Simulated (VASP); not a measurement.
Computed with PBEsol GGA, VASP's PBE PAW potentials (set 64) (plane waves; VASP).

A VASP calculation is set up with these files.

**KPOINTS**
```
k-points along high-symmetry lines
10
Line-mode
Reciprocal
  0.000000   0.000000   0.000000 ! GAMMA
  0.500000   0.000000   0.000000 ! M

  0.500000   0.000000   0.000000 ! M
  0.333333   0.333333   0.000000 ! K

  0.333333   0.333333   0.000000 ! K
  0.000000   0.000000   0.000000 ! GAMMA

  0.000000   0.000000   0.000000 ! GAMMA
  0.000000   0.000000   0.500000 ! A

  0.000000   0.000000   0.500000 ! A
  0.500000   0.000000   0.500000 ! L

  0.500000   0.000000   0.500000 ! L
  0.333333   0.333333   0.500000 ! H

  0.333333   0.333333   0.500000 ! H
  0.000000   0.000000   0.500000 ! A

  0.500000   0.000000   0.500000 ! L
  0.500000   0.000000   0.000000 ! M

  0.333333   0.333333   0.500000 ! H
  0.333333   0.333333   0.000000 ! K
```

### INCAR
```
# general
SYSTEM   =  VGe
PREC     =  Accurate
ENCUT    =  400
LREAL    =  .FALSE.
LASPH    =  .TRUE.
ICHARG   =  11

# electronic loop
EDIFF    =  1E-7
NELM     =  100
ALGO     =  Normal
LMAXMIX  =  4

# smearing
ISMEAR   =  0
SIGMA    =  0.05

# functional
GGA      =  PS

# output
LWAVE    =  .FALSE.
LCHARG   =  .FALSE.
LORBIT   =  11
```

### POSCAR
```
VGe
1
    2.8766052502    -0.0000000852    -0.0000000000
   -1.4383022733     2.4912130305     0.0000000000
   -0.0000000000    -0.0000000000     3.8990503326
V Ge
1 1
Direct
  0.0000000000   0.0000000000   0.0000000000
  0.6666670000   0.3333330000   0.5000000000
```

POTCAR, in this order: V_sv Ge_d (PBE.64 set). Program: vasp_std. Read from the step before: CHGCAR.

What VASP printed:

**OSZICAR**
```
       N       E                     dE             d eps       ncg     rms          rms(c)
DAV:   1     0.171916950792E+03    0.17192E+03   -0.12598E+04  3247   0.326E+03
DAV:   2    -0.256916350178E+01   -0.17449E+03   -0.17287E+03  3143   0.515E+02
DAV:   3    -0.152118463441E+02   -0.12643E+02   -0.12413E+02  3389   0.125E+02
DAV:   4    -0.155080740407E+02   -0.29623E+00   -0.29420E+00  3544   0.202E+01
DAV:   5    -0.155135004300E+02   -0.54264E-02   -0.54244E-02  3598   0.278E+00
DAV:   6    -0.155136536655E+02   -0.15324E-03   -0.15323E-03  3737   0.429E-01
DAV:   7    -0.155136584952E+02   -0.48297E-05   -0.48303E-05  3933   0.771E-02
DAV:   8    -0.155136586148E+02   -0.11955E-06   -0.11965E-06  3431   0.954E-03
DAV:   9    -0.155136586189E+02   -0.41136E-08   -0.45755E-08  2227   0.180E-03
   1 F= -.15513659E+02 E0= -.15511909E+02  d E =-.349988E-02
```

**OUTCAR**
```
 val. band max:        9.7690156119   @ k =   0.1111   0.1111   0.5000

 cond. band min:       9.7930715856   @ k =   0.0000   0.0000   0.2778



 k-point     1 :       0.0000    0.0000    0.0000
  band No.  band energies     occupation
      1     -54.1839      2.00000
      2     -28.2800      2.00000
      3     -27.9226      2.00000
      4     -27.9226      2.00000
      5     -14.7043      2.00000
      6     -14.7043      2.00000
      7     -14.6085      2.00000
      8     -14.5551      2.00000
      9     -14.5551      2.00000
     10      -3.1952      2.00000
     11       7.0040      2.00000
     12       7.4086      2.00000
     13       9.6835      1.98498
     14       9.6835      1.98498
     15      10.9370      0.00000
     16      10.9370      0.00000
     17      15.0471      0.00000

 k-point     2 :       0.0556    0.0000    0.0000
  band No.  band energies     occupation
      1     -54.1824      2.00000
      2     -28.2785      2.00000
      3     -27.9337      2.00000
      4     -27.9250      2.00000
      5     -14.7051      2.00000
      6     -14.7004      2.00000
      7     -14.6059      2.00000
      8     -14.5570      2.00000
      9     -14.5557      2.00000
     10      -3.1190      2.00000
     11       7.0680      2.00000
     12       7.3777      2.00000
     13       9.6051      2.00000
     14       9.7360      1.65665
     15      10.9212      0.00000
     16      11.0259      0.00000
     17      15.0349      0.00000

 k-point     3 :       0.1111    0.0000    0.0000
  band No.  band energies     occupation
      1     -54.1779      2.00000
      2     -28.2738      2.00000
      3     -27.9654      2.00000
      4     -27.9325      2.00000
      5     -14.7080      2.00000
      6     -14.6894      2.00000
      7     -14.5981      2.00000
      8     -14.5624      2.00000
      9     -14.5575      2.00000
     10      -2.8911      2.00000
     11       7.2480      2.00000
     12       7.2961      2.00000
...
```

The density is held fixed in this step, so its total energy and stress have no physical meaning.

The structure was generated: VGe was put into the WC type (P-6m2), which need not be its known phase. It was relaxed first, which changed the volume by -14 %. The run is not spin-polarised, so no magnetic state was tried. The electron count is odd and the run is not spin-polarised, which forces a metal.
